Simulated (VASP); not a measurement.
Runs of VASP 6.6.1 on MnO (Manganosite). It takes space group Fm-3m (No. 225, cubic). Conventional cell: a = 4.446 Å, b = 4.446 Å, c = 4.446 Å, α = 90.00°, β = 90.00°, γ = 90.00°. Around Mn (site symmetry m-3m) lie 6 O at 2.22 Å. O (site symmetry m-3m) is surrounded by 6 Mn at 2.22 Å. 

| task | level | U | cell | gap on the mesh (eV) | pressure (GPa) | moment (μB) | relaxed volume (Å³/atom) |
| --- | --- | --- | --- | --- | --- | --- | --- |
| single point | PBE+U | Mn d U = 3.9 eV | as given | 0.21 | 7.4 | 5.00 | - |
| single point | r2SCAN | - | as given | none | (b) | 5.00 | - |
| relaxation of cell and atoms | PBE+U | Mn d U = 3.9 eV | relaxed | 0.13 | 0.0 | 5.00 | 11.51 |
| single point | PBE | - | as given | none | (c) | 4.75 | - |
| relaxation of cell and atoms | r2SCAN | - | relaxed | none | 0.0 | 5.00 | (a) |

Alike in all rows: potentials or basis VASP PAW PBE potentials, release 64 (Mn_pv, O); spin collinear, ferromagnetic start; k mesh 14 × 14 × 14; cutoff (eV) 600; smearing gaussian 0.03 eV.

Problem. Fill in the values left out.

Solution. (a) 11.01; (b) 0.4; (c) -0.6.

Caveats: a cell with one magnetic atom can't hold antiferromagnetic order, which such compounds often take; semilocal functionals often make such compounds metallic where correlation or magnetic order opens a gap, which also shifts bond lengths (some runs); the PAW data sets were made with another functional, which shifts forces and pressure a little (some runs).

A k mesh can miss the band edges.

A gap of «none» marks a metal or a gap under the smearing width.

Not every run made on this cell is shown here.
